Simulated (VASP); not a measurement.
Input:

```xyz
2
Lattice="2.8900 0.0000 0.0000 0.0000 2.8900 0.0000 0.0000 0.0000 2.8900" Properties=species:S:1:pos:R:3 pbc="T T T"
Al     1.4450     1.4450     1.4450
Ni     0.0000     0.0000     0.0000
```

The numbers are results of SCAN meta-GGA, VASP's PBE PAW potentials (set 64) (plane waves; VASP), not measurements. Run with 520 eV cut-off, 11×11×11 Γ-centred mesh, first-order Methfessel-Paxton smearing of 0.10 eV, potentials Al Ni.

Energy and stress use the plane-wave basis of the starting cell.

### Question
The ions, cell shape and volume are relaxed. Which structure does the run end with?

### Answer

```xyz
2
Lattice="2.8478 0.0000 0.0000 0.0000 2.8478 0.0000 0.0000 0.0000 2.8478" Properties=species:S:1:pos:R:3 pbc="T T T"
Al     1.4239     1.4239     1.4239
Ni     0.0000     0.0000     0.0000
```
Space group Pm-3m (221), at a tolerance of 0.03 Å.

### Question
How do energy and volume change from the first to the last step?

### Answer
The energy (σ→0) changes by -12.3 meV/atom and the volume by -4.3 %, in 4 ionic steps.

The compound is NiAl in the CsCl type structure. This run relaxes it. Symmetry was kept, so distortions that lower it aren't found. The run is not spin-polarised, so no magnetic state was tried. The electron count is odd and the run is not spin-polarised, which forces a metal.
